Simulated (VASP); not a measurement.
# Adsorption sites of N on Co(0001), part 3 of 3

Aim: adsorption energies of N on the high-symmetry sites of Co(0001), at a coverage of 1/4.

VASP 6.6.1, plane waves and PAW; the level of theory is named at each step.

Still holding for the runs below: The magnetic state follows from one typed start and may not be the lowest.

So far. Step 11 (Potential and states with the adsorbate, site bridge): The vacuum level lies 5.30 eV above the Fermi level at the upper face; the two faces differ by 0.48 eV, the step that the slab's dipole of 0.058 e·Å makes. Step 12 (Relaxing the adsorbate, site fcc): The run ended after 13 ionic steps, 0.200 eV below its first step, once the forces on the free atoms met EDIFFG = -0.03.

## 13. Potential and states with the adsorbate, site fcc

Input file INCAR:

```
SYSTEM = Co12N
PREC = Normal
ENCUT = 440
EDIFF = 1E-06
NELM = 120
ISMEAR = 1
SIGMA = 0.15
LREAL = Auto
ALGO = Fast
GGA = RP
NBANDS = 90
ISPIN = 2
MAGMOM = 2 2 2 2 2 2 2 2 2 2 2 2 0
LASPH = .TRUE.
LMAXMIX = 4
LORBIT = 11
LWAVE = .FALSE.
LCHARG = .FALSE.
KPAR = 4
IDIPOL = 3
LDIPOL = .TRUE.
DIPOL = 0.5 0.5 0.51
LVHAR = .TRUE.
LVACPOTAV = .TRUE.
NEDOS = 1500
```

Input file POSCAR:

```
Co12N
1.0
    5.0237193640      0.0000000000      0.0000000000
    2.5118596820      4.3506685907      0.0000000000
    0.0000000000      0.0000000000     19.0686182875
Co N
12 1
Selective dynamics
Direct
    0.0000000000      0.0000000000      0.3933163800  F F F
    0.5000000000      0.0000000000      0.3933163800  F F F
    0.0000000000      0.5000000000      0.3933163800  F F F
    0.5000000000      0.5000000000      0.3933163800  F F F
    0.8350137020      0.3324931440      0.4963828247  T T T
    0.3324931440      0.3324931440      0.4963828247  T T T
    0.8333333300      0.8333333300      0.4955952986  T T T
    0.3324931440      0.8350137020      0.4963828247  T T T
    0.9975541597      0.9975541597      0.6063825102  T T T
    0.5048916806      0.9975541597      0.6063825102  T T T
    0.9975541597      0.5048916806      0.6063825102  T T T
    0.5000000000      0.5000000000      0.5970983706  T T T
    0.1666666700      0.1666666700      0.6583297084  T T T
```

Input file KPOINTS:

```
Automatic mesh
0
Gamma
6 6 1
0 0 0
```

PAW data sets: Co and N (PBE family, release 64).

On the command line:

```sh
$ mpirun -np 4 vasp_std
```

Run time: 2.5 min. Hardware: 4 MPI ranks of Intel Xeon 6975P-C (Granite Rapids), shared host; peak memory 2 GiB.

Zero at the Fermi level. Planar average of the electrostatic potential against height:

height (Å), planar average of the electrostatic potential (eV) and a bar from the least value:
```
      0.0        5.2 ##############################
      0.5        4.8 #############################
      1.0        4.8 #############################
      1.5        4.8 #############################
      2.0        4.8 #############################
      2.5        4.8 #############################
      3.0        4.8 #############################
      3.5        4.8 #############################
      4.0        4.8 #############################
      4.5        4.8 #############################
      5.0        4.7 #############################
      5.5        4.5 #############################
      6.0        3.7 ############################
      6.5        1.0 #########################
      7.0       -8.9 ##############
      7.5      -21.9 
      8.0       -9.1 ##############
      8.5       -1.5 ######################
      9.0      -10.6 ############
      9.5      -21.8 
     10.0       -7.9 ###############
     10.5       -0.7 #######################
     11.0       -8.5 ###############
     11.5      -21.6 
     12.0      -10.8 ############
     12.5       -2.1 ######################
     13.0        2.4 ###########################
     13.5        4.8 #############################
     14.0        5.3 ##############################
     14.5        5.3 ##############################
     15.0        5.4 ##############################
     15.5        5.4 ##############################
     16.0        5.4 ##############################
     16.5        5.4 ##############################
     17.0        5.4 ##############################
     17.5        5.4 ##############################
     18.0        5.4 ##############################
     18.5        5.4 ##############################
```

The map of layer states is cut here 0.5 eV above the Fermi level, so it leaves out the states above that.

At the end the adsorbate's closest contact with the slab is N-Co at 1.77 Å, 1.47 Å to the side of the slab's atom, and its lowest atom lies 0.99 Å above the highest atom of the slab.

The vacuum level lies 5.37 eV above the Fermi level at the upper face; the two faces differ by 0.57 eV, the step that the slab's dipole of 0.069 e·Å makes.

VASP counts the dipole in electrons times Å, so a positive number points the physical dipole along −c.

The program found no field-free point at its default tolerance, but its printed level agrees with the flat part of the planar average.

On this mesh the fine structure of the density of states is sampling noise, and high empty states may be cut by the number of bands.

## 14. Relaxing the adsorbate, site hcp

Changes to INCAR since step 13:

```diff
@@ -3,3 +3,3 @@
 ENCUT = 440
-EDIFF = 1E-06
+EDIFF = 1E-05
 NELM = 120
@@ -19,7 +19,10 @@
 KPAR = 4
+IBRION = 2
+NSW = 50
+ISIF = 2
+EDIFFG = -0.03
+POTIM = 0.4
+MAXMIX = 40
 IDIPOL = 3
 LDIPOL = .TRUE.
-DIPOL = 0.5 0.5 0.51
-LVHAR = .TRUE.
-LVACPOTAV = .TRUE.
-NEDOS = 1500
+DIPOL = 0.5 0.5 0.511
```

Input file POSCAR:

```
Co12N
1.0
    5.0237193640      0.0000000000      0.0000000000
    2.5118596820      4.3506685907      0.0000000000
    0.0000000000      0.0000000000     19.0686182875
Co N
12 1
Selective dynamics
Direct
    0.0000000000      0.0000000000      0.3933163800  F F F
    0.5000000000      0.0000000000      0.3933163800  F F F
    0.0000000000      0.5000000000      0.3933163800  F F F
    0.5000000000      0.5000000000      0.3933163800  F F F
    0.8333333300      0.3333333300      0.4979196800  T T T
    0.3333333300      0.3333333300      0.4979196800  T T T
    0.8333333300      0.8333333300      0.4979196800  T T T
    0.3333333300      0.8333333300      0.4979196800  T T T
    0.0000000000      0.0000000000      0.6029254200  T T T
    0.5000000000      0.0000000000      0.6029254200  T T T
    0.0000000000      0.5000000000      0.6029254200  T T T
    0.5000000000      0.5000000000      0.6029254200  T T T
    0.3333333300      0.3333333300      0.6632339300  T T T
```

KPOINTS is that of step 13.

On the command line:

```sh
$ mpirun -np 4 vasp_std
```

Run time: 11 min. Hardware: 4 MPI ranks; peak memory 2.2 GiB.

The steps of the relaxation:

```csv
step,energy less that of the first step (eV),largest force (eV/Å)
1,0.0000,2.0943
2,-0.1734,0.5507
3,-0.1831,0.7275
4,-0.2277,0.2330
5,-0.2307,0.1816
6,-0.2308,0.1756
7,-0.2331,0.1206
8,-0.2342,0.0962
9,-0.2360,0.0602
10,-0.2364,0.0900
11,-0.2374,0.0630
12,-0.2381,0.0576
13,-0.2384,0.0400
14,-0.2385,0.0278
```

The atoms that moved most (Å):

| atom | dx | dy | dz | length |
| --- | --- | --- | --- | --- |
| N13 | 0.000 | 0.000 | -0.159 | 0.159 |
| Co9 | 0.000 | 0.000 | -0.093 | 0.093 |
| Co6 | 0.000 | 0.000 | -0.052 | 0.052 |
| Co10 | 0.000 | -0.037 | 0.032 | 0.049 |
| Co11 | -0.032 | 0.019 | 0.032 | 0.049 |
| Co12 | 0.032 | 0.019 | 0.032 | 0.049 |
| Co5 | 0.000 | -0.002 | -0.018 | 0.019 |
| Co7 | 0.001 | 0.001 | -0.018 | 0.019 |

The relaxed structure:

```xyz
13
Lattice="5.0237 0.0000 0.0000 2.5119 4.3507 0.0000 0.0000 0.0000 19.0686" Properties=species:S:1:pos:R:3
Co    0.0000    0.0000    7.5000
Co    2.5119    0.0000    7.5000
Co    1.2559    2.1753    7.5000
Co    3.7678    2.1753    7.5000
Co    5.0237    1.4485    9.4762
Co    2.5119    1.4502    9.4425
Co    6.2811    3.6264    9.4762
Co    3.7663    3.6264    9.4762
Co    0.0000    0.0000   11.4038
Co    2.5119   -0.0370   11.5286
Co    1.2239    2.1938   11.5286
Co    3.7998    2.1938   11.5286
N     2.5119    1.4502   12.4882
```

Spin moment in the PAW sphere by atom:

```
atom  spin moment in the PAW sphere (μB)
 Co1                                1.75
 Co2                                1.74
 Co3                                1.74
 Co4                                1.74
 Co5                                1.68
 Co6                                1.81
 Co7                                1.68
 Co8                                1.68
 Co9                                1.81
Co10                                0.95
Co11                                0.95
Co12                                0.95
 N13                               -0.07
```

The run ended after 14 ionic steps, 0.238 eV below its first step, once the forces on the free atoms met EDIFFG = -0.03.

## 15. Potential and states with the adsorbate, site hcp

Input file INCAR:

```
SYSTEM = Co12N
PREC = Normal
ENCUT = 440
EDIFF = 1E-06
NELM = 120
ISMEAR = 1
SIGMA = 0.15
LREAL = Auto
ALGO = Fast
GGA = RP
NBANDS = 90
ISPIN = 2
MAGMOM = 2 2 2 2 2 2 2 2 2 2 2 2 0
LASPH = .TRUE.
LMAXMIX = 4
LORBIT = 11
LWAVE = .FALSE.
LCHARG = .FALSE.
KPAR = 4
IDIPOL = 3
LDIPOL = .TRUE.
DIPOL = 0.5 0.5 0.51
LVHAR = .TRUE.
LVACPOTAV = .TRUE.
NEDOS = 1500
```

Input file POSCAR:

```
Co12N
1.0
    5.0237193640      0.0000000000      0.0000000000
    2.5118596820      4.3506685907      0.0000000000
    0.0000000000      0.0000000000     19.0686182875
Co N
12 1
Selective dynamics
Direct
    0.0000000000      0.0000000000      0.3933163800  F F F
    0.5000000000      0.0000000000      0.3933163800  F F F
    0.0000000000      0.5000000000      0.3933163800  F F F
    0.5000000000      0.5000000000      0.3933163800  F F F
    0.8335309997      0.3329379906      0.4969511948  T T T
    0.3333333300      0.3333333300      0.4951830131  T T T
    0.8335309997      0.8335309997      0.4969511948  T T T
    0.3329379906      0.8335309997      0.4969511948  T T T
    0.0000000000      0.0000000000      0.5980379930  T T T
    0.5042523296      0.9914953407      0.6045866813  T T T
    0.9914953407      0.5042523296      0.6045866813  T T T
    0.5042523296      0.5042523296      0.6045866813  T T T
    0.3333333300      0.3333333300      0.6549083155  T T T
```

KPOINTS is that of step 14.

On the command line:

```sh
$ mpirun -np 4 vasp_std
```

The job ended after 2.4 min (4 MPI ranks; peak memory 2 GiB; 7.8 min of CPU time).

The map of layer states is cut here 0.5 eV above the Fermi level, so it leaves out the states above that.

At the end the adsorbate's closest contact with the slab is N-Co at 1.77 Å, 1.49 Å to the side of the slab's atom, and its lowest atom lies 0.96 Å above the highest atom of the slab.

The vacuum level lies 5.30 eV above the Fermi level at the upper face; the two faces differ by 0.49 eV, the step that the slab's dipole of 0.059 e·Å makes.

VASP counts the dipole in electrons times Å, so a positive number points the physical dipole along −c.

The program found no field-free point at its default tolerance, but its printed level agrees with the flat part of the planar average.

On this mesh the fine structure of the density of states is sampling noise, and high empty states may be cut by the number of bands.

## 16. The sites side by side

This step: adsorption sites, RPBE; plane waves and PAW (VASP 6.6.1).

This step runs nothing: it gathers the runs above.

The site's symmetry is kept, so a site may be a saddle point. All sites:

```
  site  adsorption energy (eV)  height over the top layer (Å)  shortest distance to the metal (Å)  bond in the molecule (Å)  change of the work function (eV)  sideways move (Å)
 ontop                   1.842                           1.77                               1.567                         -                              1.05                  0
bridge                 -0.1394                         0.9891                               1.769                         -                            0.5363               0.73
   fcc                0.009823                          1.035                               1.774                         -                            0.6069                  0
   hcp                 -0.1394                         0.9908                                1.77                         -                            0.5404                  0
```

Each adsorption energy is the energy with the adsorbate less the clean slab (-72.998 eV) and the reference (-8.129 eV, half of N2).

## 17. What came out

```
ontop start            : 1.84 eV
bridge start, slid off : -0.14 eV
fcc start              : 0.01 eV
hcp start              : -0.14 eV
```

In words: Among the starts that kept their site, N is lowest at the hcp site of Co(0001), at -0.14 eV against half of N2; fcc lies 0.15 eV higher and ontop lies 1.98 eV higher. The bridge start slid 0.73 Å sideways and ended at -0.14 eV, so that site is no minimum and its row belongs to another place. At that site the work function rises by 0.54 eV from 4.76 eV. The bare lower face moves by +0.06 eV too, a measure of how thin the slab is. The clean slab ran with reciprocal-space projectors and the cells with the adsorbate with LREAL = Auto, which leaves a small offset in these differences. Symmetry was kept, so any start that stayed on its site may sit on a saddle point. The slab is thin, and zero-point and thermal parts are left out.

[Lines on the potential files, build, host, timing and source positions are cut from VASP's logs without a mark.]

[Logs are printed without paths, hosts, clocks, repeated set-up lines and the standing remarks that a program may print on its own settings, such as how far it seeks lower states.]

[Hosts, paths, dates, database ids (printed as entryN), source tags and the programs' standing remarks are cut or masked in the printed files.]

[Runs that stopped without an error message from VASP are left out.]
